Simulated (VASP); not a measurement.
Energy against volume of GdN (rock salt). All values below come from vdW-DF2, VASP's PBE PAW potentials (set 64) (plane waves; VASP 6.6.1). Numerical set-up: 520 eV cut-off, 9×9×9 Γ-centred mesh, Gaussian smearing of 0.050 eV, potentials Gd_3 N.

The 4f electrons are frozen in the core of the lanthanide potential, so 4f levels, which can set the real gap, and their magnetism are missing.

```tsv
V (Å³/atom)	E (eV/atom)
15.338	-5.79294
15.828	-5.81569
16.317	-5.82293
16.807	-5.81694
```

Question: Fit these four points and predict the energy of the run at 17.296 Å³/atom.

Answer: A cubic in V^(−2/3), the third-order Birch-Murnaghan form, passes through the four points with V0 = 16.33 Å³/atom and B0 = 144 GPa, and gives -5.7996 eV/atom there. The run gave -5.7996 eV/atom, -0.0 meV/atom from the fit; all five points give B0 = 144 GPa.

The compound is GdN in the rock salt structure. It was relaxed first, which changed the volume by +6 %.
